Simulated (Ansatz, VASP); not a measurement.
## HgTe in two plane-wave programs

Aim: how closely do two programs agree when they are given the same cell, functional and k mesh? The cell is a member of a volume series, scaled by 0.985 from a relaxed one, so a pressure remains.

Program: Ansatz 0.2.0. Level of theory: plane waves, with VASP 6.6.1 beside it; single point at PBE. Results are calculated unless marked as measured.

### 1. The starting structure

The structure is cubic, space group F-43m (No. 216). Conventional cell: a = 6.621 Å, b = 6.621 Å, c = 6.621 Å, α = 90.00°, β = 90.00°, γ = 90.00°. Nearest to Hg lie 4 Te at 2.87 Å. Nearest to Te lie 4 Hg at 2.87 Å. Farther neighbours and most contacts between anions are not listed.

As a file:

```
Hg Te
1.0
     0.00000    3.31059    3.31059
     3.31059    0.00000    3.31059
     3.31059    3.31059    0.00000
Hg Te
1 1
Direct
  0.00000 0.00000 0.00000
  0.75000 0.75000 0.75000
```

### 2. VASP: single point, PBE, volume scaled by 0.985

A single point gives forces, pressure and levels at one fixed geometry, so differences don't come from the geometry; what else differs is listed under the comparison.

Lines of VASP's logs that name or quote its potential files are left out, and so is its time.

The input asks for a relaxation, which ended at its first step since no free force or stress exceeded the threshold; so it serves as a single point.

File INCAR:

```
SYSTEM = HgTe
PREC = Accurate
ENCUT = 450
EDIFF = 1E-06
NELM = 100
ISMEAR = 1
SIGMA = 0.15
LREAL = .FALSE.
ALGO = Normal
GGA = PE
NBANDS = 15
LORBIT = 11
LWAVE = .FALSE.
LCHARG = .FALSE.
KPAR = 2
IBRION = 2
NSW = 30
ISIF = 4
EDIFFG = -0.01
```

File POSCAR:

```
HgTe
1.0
    0.0000000000      3.3105919988      3.3105919988
    3.3105919988      0.0000000000      3.3105919988
    3.3105919988      3.3105919988      0.0000000000
Hg Te
1 1
Direct
    0.0000000000      0.0000000000      0.0000000000
    0.7500000000      0.7500000000      0.7500000000
```

File KPOINTS:

```
Automatic mesh
0
Gamma
12 12 12
0 0 0
```

Potentials, in the order of the species: Hg and Te (PBE family, release 64).

On the command line:

```console
mpirun -np 2 vasp_std
```

Numbers of over 12 decimals in the logs are rounded to 6 here.

Log:

```text
[banner, memory and clock lines left out]
running    2 mpi-ranks, on    1 nodes
 distrk:  each k-point on    1 cores,    2 groups
 distr:  one band on    1 cores,    1 groups

 POSCAR found type information on POSCAR HgTe
 POSCAR found :  2 types and       2 ions
 LDA part: xc-table for (Slater+PW92), standard interpolation
 POSCAR, INCAR and KPOINTS ok, starting setup
 FFT: planning ... GRIDC
 FFT: planning ... GRID_SOFT
 FFT: planning ... GRID
 WAVECAR not read
 entering main loop
       N       E                     dE             d eps       ncg     rms          rms(c)
DAV:   1     0.961294293219E+02    0.96129E+02   -0.73526E+03  2168   0.911E+02
DAV:   2    -0.323776163838E+00   -0.96453E+02   -0.91147E+02  2391   0.226E+02
DAV:   3    -0.381823003293E+01   -0.34945E+01   -0.34843E+01  2699   0.446E+01
DAV:   4    -0.385196280821E+01   -0.33733E-01   -0.33731E-01  3198   0.388E+00
DAV:   5    -0.385204974494E+01   -0.86937E-04   -0.86936E-04  2860   0.189E-01    0.654E+00
DAV:   6    -0.365545822246E+01    0.19659E+00   -0.41122E-01  2419   0.850E+00    0.533E+00
DAV:   7    -0.364959168330E+01    0.58665E-02   -0.91718E-02  2314   0.209E+00    0.207E+00
DAV:   8    -0.364907947621E+01    0.51221E-03   -0.87806E-03  2559   0.110E+00    0.509E-01
DAV:   9    -0.364910522212E+01   -0.25746E-04   -0.73349E-04  2671   0.307E-01    0.101E-01
DAV:  10    -0.364913502153E+01   -0.29799E-04   -0.86699E-05  2605   0.841E-02    0.473E-02
DAV:  11    -0.364914932735E+01   -0.14306E-04   -0.27320E-05  2356   0.370E-02    0.228E-02
DAV:  12    -0.364914841334E+01    0.91401E-06   -0.33299E-06  2643   0.127E-02
   1 F= -.36491484E+01 E0= -.36492468E+01  d E =-.364915E+01
 curvature:   0.00 expect dE= 0.000E+00 dE for cont linesearch  0.000E+00
 trial: gam= 0.00000 g(F)=  0.190E-47 g(S)=  0.130E-33 ort = 0.000E+00 (trialstep = 0.100E+01)
 search vector abs. value=  0.100E-09
 reached required accuracy - stopping structural energy minimisation
```

From OUTCAR (step 2):

```text
ion  position               nearest neighbor table
   1  0.000  0.000  0.000-   2 2.87   2 2.87   2 2.87   2 2.87
   2  0.750  0.750  0.750-   1 2.87   1 2.87   1 2.87   1 2.87

  LATTYP: Found a face centered cubic cell.
 ALAT       =     6.6211839976

 Subroutine GETGRP returns: Found 24 space group operations
 (whereof 24 operations were pure point group operations)

The static configuration has the point symmetry T_d .

 Found     72 irreducible k-points:

   k-points           NKPTS =     72   k-points in BZ     NKDIM =     72   number of bands    NBANDS=     15

   dimension x,y,z NGX =    32 NGY =   32 NGZ =   32
   dimension x,y,z NGXF=    64 NGYF=   64 NGZF=   64

   ENCUT  =  450.0 eV  33.07 Ry    5.75 a.u.   8.10  8.10  8.10*2*pi/ulx,y,z

   NELECT =      18.0000    total number of electrons

 k-points in reciprocal lattice and weights: Automatic mesh
   0.00000000  0.00000000  0.00000000       0.001
   0.08333333  0.00000000  0.00000000       0.005
   0.16666667  0.00000000  0.00000000       0.005
   0.25000000  0.00000000  0.00000000       0.005
   0.33333333  0.00000000  0.00000000       0.005
   0.41666667  0.00000000  0.00000000       0.005
   0.50000000  0.00000000  0.00000000       0.002
   0.08333333  0.08333333  0.00000000       0.003
   0.16666667  0.08333333  0.00000000       0.014
[...]
-0.33333333  0.50000000  0.16666667       0.007
  -0.25000000  0.50000000  0.25000000       0.003

 average (electrostatic) potential at core
       1 -40.8277       2 -91.8853

 E-fermi :   2.3943

 k-point     1 :       0.0000    0.0000    0.0000
  band No.  band energies     occupation
    ...
      6      -4.1486      2.00000
      7       1.4692      2.00000
      8       2.3636      1.33930
      9       2.3636      1.33930
     10       2.3636      1.33930
     11       6.7157      0.00000
     12       6.7157      0.00000
     13       6.7157      0.00000
     14       8.8688      0.00000
     15      11.8119      0.00000

 k-point     2 :       0.0833    0.0000    0.0000
  band No.  band energies     occupation
    ...
      5      -4.1494      2.00000
      6      -4.1494      2.00000
      7       0.9401      2.00000
      8       2.2942      1.89600
      9       2.2942      1.89600
     10       2.7290     -0.00706
     11       6.6196      0.00000
     12       6.8141      0.00000
     13       6.8141      0.00000
     14       9.3248      0.00000
    ...

 k-point     3 :       0.1667    0.0000    0.0000
  band No.  band energies     occupation
    ...
      5      -4.1505      2.00000
      6      -4.1505      2.00000
      7       0.0642      2.00000
      8       2.1172      2.02534
      9       2.1172      2.02534
     10       3.0911     -0.00000
     11       6.7025      0.00000
     12       7.0510      0.00000
     13       7.0510      0.00000
     14      10.1193      0.00000
    ...

  Total        0.2522179      0.2522179      0.2522179     -0.0000000     -0.0000000     -0.0000000
  in kB        5.5685154      5.5685154      5.5685154     -0.0000000     -0.0000000     -0.0000000
  external PRESSURE =       5.5685154 kB  Pullay stress =       0.0000000 kB

  energy-cutoff  :      450.00
  volume of cell :       72.57
      direct lattice vectors                 reciprocal lattice vectors
     0.000000000  3.310591999  3.310591999    -0.151030390  0.151030390  0.151030390
     3.310591999  0.000000000  3.310591999     0.151030390 -0.151030390  0.151030390
     3.310591999  3.310591999  0.000000000     0.151030390  0.151030390 -0.151030390

 POSITION                                       TOTAL-FORCE (eV/Angst)
 -----------------------------------------------------------------------------------
      0.00000      0.00000      0.00000         0.000000      0.000000      0.000000
      4.96589      4.96589      4.96589        -0.000000     -0.000000     -0.000000
 -----------------------------------------------------------------------------------
    total drift:                                0.000000      0.000000      0.000000

  FREE ENERGIE OF THE ION-ELECTRON SYSTEM (eV)
  ---------------------------------------------------
  free  energy   TOTEN  =        -3.6491484133 eV

  energy  without entropy=       -3.6494435622  energy(sigma->0) =       -3.64924680

 reached required accuracy - stopping structural energy minimisation

 total charge
# of ion       s       p       d       tot
------------------------------------------
    1        0.742   0.366   9.359  10.467
    2        1.374   1.948   0.026   3.348
--------------------------------------------------
tot          2.116   2.314   9.385  13.815

[... 3 further parts left out ...]
```

### 3. Ansatz: single point, PBE, volume scaled by 0.985

Ansatz runs on its default PAW (the set named soft_2) files.

The same cell, functional, mesh and smearing now go to Ansatz, which takes its cutoff from its data sets.

File input.yaml:

```yaml
crystal:
  lattice:
    - [0.0, 3.310592, 3.310592]
    - [3.310592, 0.0, 3.310592]
    - [3.310592, 3.310592, 0.0]
  atoms:
    - { symbol: Hg, position: [0.0, 0.0, 0.0] }
    - { symbol: Te, position: [0.75, 0.75, 0.75] }
hamiltonian:
  xc: pbe
  pseudopotentials: { kind: paw }
kpoints:
  mp_grid: { grid: [12, 12, 12] }
scf:
  occupations: { method: methfessel_paxton, width: 0.15 }
  n_extra_bands: 4
output:
  forces: true
  stress: true
  eigenvalues: true
```

On the command line:

```console
ansatz run input.yaml --threads 2 --pin off --max-ram 4608MiB --backend cpu --events-out ev --progress --plain --runs-dir out
```

Log:

```text
scf.n_extra_bands = 4 over 18 filled bands (N_el = 36.0): the run solves 22 bands
Engine: ansatz 0.2.0, aarch64-unknown-linux-gnu
Pseudopotentials: kind: paw
Pseudopotential: Hg, paw, valence charge 20, recommended cutoff 420 eV (normal), Hg.paw.azcp
Pseudopotential: Te, paw, valence charge 16, recommended cutoff 420 eV (normal), Te.paw.azcp
Functional definition: PBE
  parameter kappa = 0.804
  parameter beta = 0.066725
  exchange = pbe_x(kappa = kappa, mu = beta*pi^2/3)
  correlation = pbe_c(beta = beta)
Crystal: 2 atoms, lattice volume = 72.568 Å³
Basis set: ecut = 420 eV, 1411 PW (Γ), exchange–correlation on 64×64×64 points (8 copies of the dense FFT grid, shifted against one another)
Bands: 22, of which v1, the nominal top of the filled ones, is band 18 counted from 1 (17 counted from 0)
Symmetry: 24 space group operations
Space group: F-43m (ITA 216), of the structure as read, at distance tolerance 4.2e-5 Å
k-points: 72 of 1728 (time reversal used)
Non-local potential: Hg, projectors of the file, l = 0: 3, l = 1: 2, l = 2: 2, l = 3: 1
Non-local potential: Te, projectors of the file, l = 0: 2, l = 1: 2, l = 2: 2, l = 3: 2
PAW form: soft (Blöchl's): semilocal exchange-correlation on the pseudo side does not see the compensation charge
PAW one-centre angular grid: Hg, 590 points (default); XC on 64 Gauss nodes
PAW one-centre angular grid: Te, 590 points (default); XC on 64 Gauss nodes
Initial density: superposition of atomic densities (neutral atoms: chi_scale 0, normalization atom), corrected by the library's trained network
Initial wavefunctions: pseudopotential atomic-orbital guess
Functional: x = pbe(κ = 0.804, μ = 0.219515), c = pbe(β = 0.066725)
SCF iter   1: F=—  HF=-20793.747953 eV  |F-HF|=—  |Δ(HF+E_count)|=         —  Δρ=1.22e-3  dr2=2.49e-3  ethr=1.77e-3  ⟨swp⟩=5.8  Hψ=7260  notcnv=0
preconditioner: auto → none  [insulator: Δε(μ)=0.362 eV  Ē_g=10.285 eV  σ=0.150 eV  W_gap=0.67  n_scr=14 (ndim 8)  ℏωp=18.5 eV  f_vac=0.200  D(μ)=0.07/eV (n_scr^D=0)  ε∞_Penn≈4.2]
SCF iter   2: F=—  HF=-20793.747854 eV  |F-HF|=—  |Δ(HF+E_count)|=   9.91e-5  S|Δr|=    0.00e0  Δρ=5.47e-4  dr2=2.61e-4  ethr=6.91e-6  ⟨swp⟩=2.4  Hψ=2889  notcnv=0
SCF iter   3: F=—  HF=-20793.747955 eV  |F-HF|=—  |Δ(HF+E_count)|=   1.01e-4  S|Δr|=    0.00e0  Δρ=2.12e-4  dr2=3.10e-5  ethr=7.25e-7  ⟨swp⟩=2.0  Hψ=2161  notcnv=0
SCF iter   4: F=—  HF=-20793.748039 eV  |F-HF|=—  |Δ(HF+E_count)|=   8.38e-5  S|Δr|=    0.00e0  Δρ=8.18e-5  dr2=5.31e-6  ethr=8.62e-8  ⟨swp⟩=2.0  Hψ=2227  notcnv=0
SCF iter   5: F=—  HF=-20793.748062 eV  |F-HF|=—  |Δ(HF+E_count)|=   2.28e-5  S|Δr|=    0.00e0  Δρ=1.66e-5  dr2=1.80e-7  ethr=1.48e-8  ⟨swp⟩=2.0  Hψ=2236  notcnv=0
SCF iter   6: F=-20793.748063 eV  HF=-20793.748063 eV  |F-HF|=3.13e-8  |Δ(HF+E_count)|=   1.50e-6  S|Δr|=    0.00e0  Δρ=2.51e-6  dr2=5.33e-9  ethr=2.78e-10  ⟨swp⟩=7.1  Hψ=7197  notcnv=0
SCF 1 converged in 6 iterations: F = -20793.748063 eV  dr2 = 5.33e-9
  greatest PAW one-centre occupation: 1.000 electrons in one spin orbital (limit 2), on the Hg atom at site 0 (counted from 0), in its partial waves of l = 0
SCF converged after 6 iterations
Stability not checked: this state was not tested for a lower state beside it, because cold or Methfessel-Paxton smearing, or corrected tetrahedra, fill the levels in a way that the test cannot read (fill_not_monotonic; see scf.lower_state_search)
Free energy (F): -20793.748063 eV
Harris-Foulkes:  -20793.748063 eV  (|F-HF|=3.13e-8)
Internal energy: -20793.748359 eV  (E = F + TS)
E sigma→0 (E₀):  -20793.748137 eV
Entropy (-TS):   0.000296 eV (0.148 meV/atom)
Fermi energy:    7.644440 eV
Step filling:    the computed levels leave a gap of 0.0000 eV = 0.0 smearing widths at the electron count; against every level under it full and every level over it empty, smearing changes F+E_penalty+E_count by +0.118 meV and its σ→0 estimate by +0.044 meV
--- Per-component energies (eV) ---
  E_band       = -801.627797
  E_kinetic    = 783.025386
  E_local      = -4958.938589  (includes V_loc(G=0)·N_el)
  E_nonlocal   = -237.718684
  E_hartree    = 2399.235480
  E_xc         = -344.015177
  E_vxc        = -365.478378  (∫ρ·V_xc dr)
  E_paw        = -14606.729560  (= ΣΔE_a)
  E_vpaw       = -820.991777  (= ΣTr[D̂ρ^β])
  E_aug_tail   = 0.000685  (compensation charges beyond the density's cutoff)
  E_ewald      = -3828.607901
  E_smearing   = 0.000296  (= −TS)
  E_closure    = -0.000000  (closes the sum)
  Σ components = -20793.748063   (vs F -20793.748063, Δ=0.00e0)
--- Forces (eV/Å), atoms counted from 1 ---
  atom   1  Hg    -0.00000000    -0.00000000     0.00000000
  atom   2  Te     0.00000000    -0.00000000    -0.00000000
  max |Σ_I F_I| component: 1.02e-16 eV/Å
--- Stress (GPa, compression-positive) ---
        0.470411      -0.000000      -0.000000
        0.000000       0.470411       0.000000
       -0.000000       0.000000       0.470411
  P = ⅓ Tr σ = 0.4704 GPa (4.704 kbar)
--- Band table (eV; the first three rows and the last of 72) ---
  k-point 0: bands = [... 14 lower, 1.1056, 6.7288, 7.6137, 7.6137, 7.6137, 11.9815, 11.9815, 11.9815]
  k-point 1: bands = [... 14 lower, 1.1047, 6.1985, 7.5445, 7.5445, 7.9809, 11.8800, 12.0797, 12.0797]
  k-point 2: bands = [... 14 lower, 1.1036, 5.3229, 7.3678, 7.3678, 8.3448, 11.9550, 12.3169, 12.3169]
  k-point 71: bands = [... 14 lower, 1.6112, 2.5205, 5.3155, 5.3690, 10.5476, 12.3010, 12.8791, 13.8883]
```

Elapsed: 5.9 s, on 2 threads of Arm Neoverse V1, shared host; peak memory 0.47 GiB.

The run ends at a pressure of 0.47 GPa.

### 4. Comparison

Known differences besides the potentials themselves: the data sets hold 36 valence electrons in Ansatz (default PAW (the set named soft_2) files) and 18 in VASP; the cutoff is 420 eV in Ansatz and 450 eV in VASP; VASP leaves aspherical gradient terms in its spheres out (LASPH is not set), Ansatz keeps them. Total energies have different zeros and are not compared.

Both answers:

```
      quantity  Ansatz  VASP  difference
pressure (GPa)    0.47  0.56       -0.09
```

Ansatz's pressure holds a Pulay correction of 0.03 GPa; VASP's holds none.

### 5. Summary of results

| Quantity | Value |
| --- | --- |
| difference in pressure (single point, PBE, volume scaled by 0.985) | -0.086 GPa |

The difference in pressure is -0.086 GPa (single point, PBE, volume scaled by 0.985), within the 1 GPa picked in this series as the mark of a large difference. How closely two codes agree says nothing of how well the functional describes the real material.

[Lines on the potential files, build, host, timing and source positions are cut from VASP's logs without a mark.]

[Logs are printed without paths, hosts, clocks, repeated set-up lines and the standing remarks that a program may print on its own settings, such as how far it seeks lower states.]

[Hosts, paths, dates, database ids (printed as entryN), source tags and the programs' standing remarks are cut or masked in the printed files.]
